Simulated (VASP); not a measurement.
Calculation: PBEsol GGA, VASP's PBE PAW potentials (set 64) (plane waves; VASP).

VASP input:

**KPOINTS**
```
kpoints
0
Gamma
 7 7 7
0 0 0
```

File POSCAR:
```
ZnSe
1
   -0.0000000000     2.8172648088     2.8172648088
    2.8172648088     0.0000000000     2.8172648088
    2.8172648088     2.8172648088     0.0000000000
Zn Se
1 1
Direct
  0.0000000000   0.0000000000   0.0000000000
  0.2500000000   0.2500000000   0.2500000000
```

### INCAR
```
# general
SYSTEM  = ZnSe
PREC    = Accurate
ENCUT   = 530
LREAL   = .FALSE.
LASPH   = .TRUE.

# electronic loop
EDIFF   = 1E-7
NELM    = 100
ALGO    = Normal
LMAXMIX = 4

# smearing
ISMEAR  = 0
SIGMA   = 0.05

# functional
GGA     = PS

# ions
IBRION  = 6
NSW     = 1
ISIF    = 3
POTIM   = 0.015
NFREE   = 2

# output
LWAVE   = .FALSE.
LCHARG  = .FALSE.
```

POTCAR, in this order: Zn Se (PBE.64 set). Program: vasp_std.

The run wrote:

OUTCAR:
```


 TOTAL ELASTIC MODULI (kBar)
 Direction    XX          YY          ZZ          XY          YZ          ZX
 --------------------------------------------------------------------------------
 XX         896.0080    538.8445    538.8445      0.0000      0.0000      0.0000
 YY         538.8445    896.0080    538.8445     -0.0000     -0.0000     -0.0000
 ZZ         538.8445    538.8445    896.0080      0.0000     -0.0000      0.0000
 XY           0.0000     -0.0000      0.0000    395.2706      0.0000      0.0000
 YZ           0.0000     -0.0000     -0.0000      0.0000    395.2706      0.0000
 ZX           0.0000     -0.0000      0.0000      0.0000      0.0000    395.2706
 --------------------------------------------------------------------------------
```
(Selected blocks of OUTCAR.)

The compound is ZnSe in the zinc blende structure. It was relaxed first.
